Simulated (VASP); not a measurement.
Output of a VASP run:

OUTCAR:
```
 ion  position               nearest neighbor table
   1  0.333  0.667  0.250-   2 2.74   2 2.74   2 2.74   2 2.74   2 2.74   2 2.74
   2  0.667  0.333  0.750-   1 2.74   1 2.74   1 2.74   1 2.74   1 2.74   1 2.74
  LATTYP: Found a hexagonal cell.
 ALAT       =     2.7556420165
 C/A-ratio  =     1.6178937723
 Subroutine PRICEL returns:
 Original cell was already a primitive cell.
 Subroutine GETGRP returns: Found 24 space group operations
The static configuration has the point symmetry D_3d.
 The point group associated with its full space group is D_6h.
The dynamic configuration has the point symmetry D_3d.
 Subroutine INISYM returns: Found 24 space group operations
 Subroutine IBZKPT returns following result:
 Found    165 irreducible k-points:

 Following reciprocal coordinates:
            Coordinates               Weight
  0.000000  0.000000  0.000000      1.000000
  0.058824  0.000000  0.000000      6.000000
  0.117647  0.000000  0.000000      6.000000
  0.176471  0.000000  0.000000      6.000000
  0.235294  0.000000  0.000000      6.000000
  0.294118  0.000000  0.000000      6.000000
  0.352941  0.000000  0.000000      6.000000
  0.411765  0.000000  0.000000      6.000000
  0.470588  0.000000  0.000000      6.000000
  0.058824  0.058824  0.000000      6.000000
  0.117647  0.058824  0.000000     12.000000
  0.176471  0.058824  0.000000     12.000000
  0.235294  0.058824  0.000000     12.000000
  0.294118  0.058824  0.000000     12.000000
  0.352941  0.058824  0.000000     12.000000
  0.411765  0.058824  0.000000     12.000000
  0.470588  0.058824  0.000000      6.000000
  0.117647  0.117647  0.000000      6.000000
  0.176471  0.117647  0.000000     12.000000
  0.235294  0.117647  0.000000     12.000000
  0.294118  0.117647  0.000000     12.000000
  0.352941  0.117647  0.000000     12.000000
  0.411765  0.117647  0.000000     12.000000
  0.176471  0.176471  0.000000      6.000000
  0.235294  0.176471  0.000000     12.000000
  0.294118  0.176471  0.000000     12.000000
  0.352941  0.176471  0.000000     12.000000
  0.411765  0.176471  0.000000      6.000000
  0.235294  0.235294  0.000000      6.000000
  0.294118  0.235294  0.000000     12.000000
  0.352941  0.235294  0.000000     12.000000
  0.294118  0.294118  0.000000      6.000000
  0.352941  0.294118  0.000000      6.000000
  0.000000  0.000000  0.111111      2.000000
  0.058824  0.000000  0.111111     12.000000
  0.117647  0.000000  0.111111     12.000000
  0.176471  0.000000  0.111111     12.000000
  0.235294  0.000000  0.111111     12.000000
  0.294118  0.000000  0.111111     12.000000
  0.352941  0.000000  0.111111     12.000000
   k-points           NKPTS =    165   k-points in BZ     NKDIM =    165   number of bands    NBANDS=     11
   number of dos      NEDOS =    601   number of ions     NIONS =      2
   total plane-waves  NPLWV =  14400
   dimension x,y,z NGX =    20 NGY =   20 NGZ =   36
   dimension x,y,z NGXF=    40 NGYF=   40 NGZF=   72
   ions per type =               2
   PREC   = accura    normal or accurate (medium, high low for compatibility)
   ISTART =      0    job   : 0-new  1-cont  2-samecut
   ICHARG =      2    charge: 1-file 2-atom 10-const
   ISPIN  =      1    spin polarized calculation?
   LNONCOLLINEAR =      F non collinear calculations
   LSORBIT =      F    spin-orbit coupling
   INIWAV =      1    electr: 0-lowe 1-rand  2-diag
   ENCUT  =  520.0 eV  38.22 Ry    6.18 a.u.   5.12  5.12  8.29*2*pi/ulx,y,z
   NELM   =    100;   NELMIN=  2; NELMDL= -5     # of ELM steps
   EDIFF  = 0.1E-06   stopping-criterion for ELM
   LREAL  =      F    real-space projection
   NLSPLINE    = F    spline interpolate recip. space projectors
   LMAXMIX     =    6 max onsite mixed and CHGCAR
   VOSKOWN=      0    Vosko Wilk Nusair interpolation
   EDIFFG = 0.1E-05   stopping-criterion for IOM
   NSW    =      0    number of steps for IOM
...
```

File OSZICAR:
```
       N       E                     dE             d eps       ncg     rms          rms(c)
DAV:   1     0.301287377485E+02    0.30129E+02   -0.69089E+03  6610   0.157E+03
DAV:   2    -0.194636775558E+02   -0.49592E+02   -0.42864E+02  5802   0.331E+02
DAV:   3    -0.258560706686E+02   -0.63924E+01   -0.52046E+01  6214   0.249E+02
DAV:   4    -0.262212349822E+02   -0.36516E+00   -0.33230E+00  6720   0.286E+01
DAV:   5    -0.262322428880E+02   -0.11008E-01   -0.10424E-01  6274   0.313E+00    0.431E+01
DAV:   6    -0.252054435019E+02    0.10268E+01   -0.10190E+00  6763   0.315E+01    0.177E+01
DAV:   7    -0.248534665058E+02    0.35198E+00   -0.72237E-01  7004   0.257E+01    0.649E-01
DAV:   8    -0.248411479207E+02    0.12319E-01   -0.11044E-02  7120   0.127E+00    0.204E-01
DAV:   9    -0.248405305223E+02    0.61740E-03   -0.61917E-04  6966   0.237E-01    0.378E-02
DAV:  10    -0.248405529619E+02   -0.22440E-04   -0.44030E-05  5857   0.741E-02    0.111E-02
DAV:  11    -0.248405638405E+02   -0.10879E-04   -0.37197E-06  7188   0.387E-02    0.307E-03
DAV:  12    -0.248405630741E+02    0.76634E-06   -0.58159E-08  3435   0.109E-02    0.166E-03
DAV:  13    -0.248405630626E+02    0.11522E-07   -0.31710E-08  3168   0.520E-03
   1 F= -.26260441E+02 E0= -.26260441E+02  d E =0.000000E+00
```

### OUTCAR
```
------------------------ aborting loop because EDIFF is reached ----------------------------------------
  Edisp (eV):   -1.41988
  FORCE on cell =-STRESS in cart. coord.  units (eV):
  Direction    XX          YY          ZZ          XY          YZ          ZX
  --------------------------------------------------------------------------------------
  Total       0.05407     0.05407    -0.13752    -0.00000    -0.00000     0.00000
  in kB       2.95447     2.95447    -7.51476    -0.00000    -0.00000     0.00000
  external pressure =       -0.54 kB  Pullay stress =        0.00 kB
  volume of cell :       29.32
      direct lattice vectors                 reciprocal lattice vectors
     1.377821058 -2.386455961  0.000000000     0.362891826 -0.209515704  0.000000000
     1.377821058  2.386455961  0.000000000     0.362891826  0.209515704  0.000000000
     0.000000000  0.000000000  4.458336057     0.000000000  0.000000000  0.224298928
 POSITION                                       TOTAL-FORCE (eV/Angst)
 -----------------------------------------------------------------------------------
      1.37782      0.79549      1.11458        -0.000000      0.000000      0.000000
      1.37782     -0.79549      3.34375         0.000000     -0.000000      0.000000
 -----------------------------------------------------------------------------------
    total drift:                                0.000000      0.000008     -0.000017
  FREE ENERGIE OF THE ION-ELECTRON SYSTEM (eV)
  ---------------------------------------------------
  free  energy   TOTEN  =       -26.2604413536 eV

  energy  without entropy=      -26.2604413536  energy(sigma->0) =      -26.26044135

 total charge

# of ion       s       p       d       tot
------------------------------------------
    1        0.629   0.684   4.852   6.165
    2        0.629   0.684   4.852   6.165
--------------------------------------------------
tot          1.259   1.367   9.705  12.331
```
(Selected blocks of OUTCAR.)

File POSCAR:
```
Re
1
    1.3778210576    -2.3864559615    -0.0000000000
    1.3778210576     2.3864559615     0.0000000000
    0.0000000000     0.0000000000     4.4583360571
Re
2
Direct
  0.3333330000   0.6666670000   0.2500000000
  0.6666670000   0.3333330000   0.7500000000
```

Problem. Write an INCAR and KPOINTS that could have produced this output.

Solution. Several could match; the one computed here: the input of the run itself, PBE GGA with D4 dispersion, plane waves, VASP's PBE PAW potentials (set 64).

**INCAR**
```
SYSTEM = Re
PREC = Accurate
ENCUT = 520
EDIFF = 1E-7
NELM = 100
ALGO = Normal
LREAL = .FALSE.
LASPH = .TRUE.
ISMEAR = -5
GGA = PE
IVDW = 13
LMAXMIX = 6
LWAVE = .FALSE.
LCHARG = .TRUE.
LORBIT = 11
NEDOS = 601
ISIF = 2
```

**KPOINTS**
```
K-points
0
gamma
  17 17 9
0 0 0
```

POTCAR, in this order: Re (PBE.64 set). Program: vasp_std.

For a metal the tetrahedron method with Blöchl corrections gives inexact stress and forces.

The compound is Re in the hcp structure. It was relaxed first.
